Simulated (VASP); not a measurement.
Input of a VASP 6.6.1 run:

File INCAR:

```
PREC = Accurate ; ENCUT = 520
EDIFF = 1E-7 ; ISMEAR = 0
SIGMA = 0.0183 ; LREAL = False
LASPH = True ; NELM = 60
ALGO = Normal ; ISIF = 2
LWAVE = False ; LCHARG = False
GGA = PE ; NBANDS = 52
```

File KPOINTS:

```
Automatic mesh
0
Gamma
  3 3 5
```

File POSCAR:

```
TaNbSi
1.0
    6.6435150000      0.0000000000      0.0000000000
   -3.3217570000      5.7534540000      0.0000000000
    0.0000000000      0.0000000000      3.6789910000
Nb Ta Si
3 3 3
Direct
    0.5890000000      0.0000000000      0.5000000000
    0.4110000000      0.4110000000      0.5000000000
    0.0000000000      0.5890000000      0.5000000000
    0.2420000000      0.0000000000      0.0000000000
    0.7580000000      0.7580000000      0.0000000000
    0.0000000000      0.2420000000      0.0000000000
    0.3333000000      0.6667000000      0.0000000000
    0.6667000000      0.3333000000      0.0000000000
    0.0000000000      0.0000000000      0.5000000000
```

Potentials or basis: VASP PAW PBE potentials, release 64 (Nb_sv, Ta_pv, Si).

The run is started by

```bash
$ cat potpaw_PBE.64/Nb_sv/POTCAR potpaw_PBE.64/Ta_pv/POTCAR potpaw_PBE.64/Si/POTCAR > POTCAR
$ mpirun -np 1 vasp_std > vasp.out
```

(1) Predict the band gap on the k mesh.

(2) Predict the largest force.

(3) Estimate the pressure.

Results:

(1) none (metal or under the smearing width).

(2) 2.277 eV/Å.

(3) 16.0 GPa.

Caveat: the k mesh is coarse (spacing up to 0.36 Å⁻¹), so the values aren't converged; so large a pressure means that the cell lies far from this level's equilibrium, or that cutoff or potentials fall short; forces of over 1 eV/Å show positions far from the minimum, so gaps and moduli don't describe the material at rest.
